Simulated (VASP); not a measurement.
**Si3C: band structure with r2SCAN**

Crystal: Si3C.

```
C Si
1.0
     0.00000   -2.40202   -2.40202
    -2.40202    0.00000   -2.40202
     2.58489    2.58489   -4.98691
C Si
1 3
Direct
  0.87394 0.87394 0.37819
  0.37167 0.37167 0.88498
  0.76545 0.76545 0.70365
  0.23894 0.23894 0.28317
```

The cell comes from a database or a generator and needn't be the stable form of this composition.

```
Program                : VASP 6.6.1
Task                   : band structure
Functional             : r2SCAN
Potentials or basis    : VASP PAW PBE potentials, release 64 (C, Si)
Cutoff                 : 520 eV
k mesh                 : 8 × 8 × 8
Occupations            : gaussian, width 0.02 eV
Spin                   : no spin polarisation
Further INCAR settings : ALGO = Normal; EDIFF = 1e-06
```

| Property | Result |
| --- | --- |
| Pressure | 0.1 GPa |
| Largest force | 0.005 eV/Å |
| Band gap along the path | none (metal or under the smearing width) |

Forces in eV/Å, atoms in the order of the input:
```
C   -0.002 -0.002  0.002
Si  -0.002 -0.002  0.002
Si   0.003  0.003 -0.003
Si   0.002  0.002 -0.002
```

Levels at the corners of the path, in eV from the Fermi level:
| point | band 5 | band 6 | band 7 | band 8 | band 9 | band 10 | band 11 | band 12 |
| --- | --- | --- | --- | --- | --- | --- | --- | --- |
| Γ | -3.46 | -1.93 | 0.13 | 0.59 | 0.59 | 2.62 | 3.40 | 3.40 |
| L | -5.81 | -5.17 | -4.88 | -2.02 | 0.77 | 1.87 | 2.87 | 5.23 |
| L | -5.81 | -5.17 | -4.88 | -2.02 | 0.77 | 1.87 | 2.87 | 5.23 |
| B1 | -6.68 | -5.52 | -4.54 | -3.64 | 1.04 | 1.39 | 4.35 | 5.41 |
| B | -6.68 | -5.52 | -4.54 | -3.64 | 1.04 | 1.39 | 4.35 | 5.41 |
| Z | -3.45 | -3.45 | 0.30 | 0.30 | 1.17 | 2.74 | 3.86 | 3.86 |
| Z | -3.45 | -3.45 | 0.30 | 0.30 | 1.17 | 2.74 | 3.86 | 3.86 |
| Γ | -3.46 | -1.93 | 0.13 | 0.59 | 0.59 | 2.62 | 3.40 | 3.40 |
| Γ | -3.46 | -1.93 | 0.13 | 0.59 | 0.59 | 2.62 | 3.40 | 3.40 |
| X | -6.87 | -5.45 | -4.71 | -3.66 | 0.80 | 2.36 | 3.48 | 5.27 |
| Q | -6.87 | -5.45 | -4.71 | -3.66 | 0.80 | 2.36 | 3.48 | 5.27 |
| F | -5.00 | -4.96 | -2.81 | -1.54 | -0.64 | 0.69 | 2.06 | 3.49 |
| F | -5.00 | -4.96 | -2.81 | -1.54 | -0.64 | 0.69 | 2.06 | 3.49 |
| P1 | -5.12 | -4.96 | -3.52 | -1.66 | -0.35 | 1.00 | 2.54 | 3.35 |
| P1 | -5.12 | -4.96 | -3.52 | -1.66 | -0.35 | 1.00 | 2.54 | 3.35 |
| Z | -3.45 | -3.45 | 0.30 | 0.30 | 1.17 | 2.74 | 3.86 | 3.86 |
| L | -5.81 | -5.17 | -4.88 | -2.02 | 0.77 | 1.87 | 2.87 | 5.23 |
| P | -5.12 | -4.96 | -3.52 | -1.66 | -0.35 | 1.00 | 2.54 | 3.35 |

Wall time 3.1 min on 1 thread of Intel(R) Xeon(R) 6975P-C (Granite Rapids), on a shared host, peak memory 0.22 GiB.

Caveat: the PAW data sets were made with another functional, which shifts forces and pressure a little.
